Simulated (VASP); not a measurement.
OSZICAR of a VASP run on MnS (rock salt, AFM-II order):

OSZICAR:
```
       N       E                     dE             d eps       ncg     rms          rms(c)
DAV:   1     0.381373519083E+03    0.38137E+03   -0.21533E+04  6332   0.180E+03
DAV:   2     0.550106685882E+01   -0.37587E+03   -0.37092E+03  6015   0.483E+02
DAV:   3    -0.294570695400E+02   -0.34958E+02   -0.34568E+02  8690   0.134E+02
DAV:   4    -0.305835309495E+02   -0.11265E+01   -0.11232E+01  6925   0.226E+01
DAV:   5    -0.306083603749E+02   -0.24829E-01   -0.24825E-01  7553   0.394E+00    0.163E+01
DAV:   6    -0.284850197725E+02    0.21233E+01   -0.27176E+01  7874   0.481E+01    0.154E+01
DAV:   7    -0.284372724917E+02    0.47747E-01   -0.24676E+00  7350   0.184E+01    0.874E+00
DAV:   8    -0.284481489988E+02   -0.10877E-01   -0.30655E-01  8084   0.502E+00    0.426E+00
DAV:   9    -0.284370998117E+02    0.11049E-01   -0.54235E-02  7995   0.233E+00    0.367E-01
DAV:  10    -0.284392421875E+02   -0.21424E-02   -0.10652E-02  7552   0.673E-01    0.215E-01
DAV:  11    -0.284394123115E+02   -0.17012E-03   -0.75971E-04  6831   0.232E-01    0.123E-01
DAV:  12    -0.284394663880E+02   -0.54076E-04   -0.33153E-04  7561   0.947E-02    0.900E-02
DAV:  13    -0.284394931256E+02   -0.26738E-04   -0.24199E-05  6470   0.508E-02    0.455E-02
DAV:  14    -0.284394987375E+02   -0.56119E-05   -0.22310E-05  6715   0.401E-02    0.130E-02
DAV:  15    -0.284395002289E+02   -0.14914E-05   -0.11936E-06  6869   0.113E-02    0.379E-03
DAV:  16    -0.284395003080E+02   -0.79108E-07   -0.16254E-07  5655   0.314E-03
   1 F= -.28439500E+02 E0= -.28439500E+02  d E =0.000000E+00  mag=    -0.0000
```

Task: Which electronic solver shows in the log?

Result: It is blocked Davidson (ALGO = Normal, or the opening steps of other solvers). The INCAR had ALGO = Normal.

Task: How was spin treated?

Result: Collinear spin (ISPIN = 2): the summary line carries one mag value, 0.00 μB in the cell.

Task: Can the final energy be trusted as converged?

Result: Self-consistency was reached. It stopped with EDIFF = 1E-7, NELM = 100 (PBE GGA, plane waves, VASP's PBE PAW potentials (set 64)).

The compound is MnS in the rock salt, AFM-II order structure. It was relaxed first.
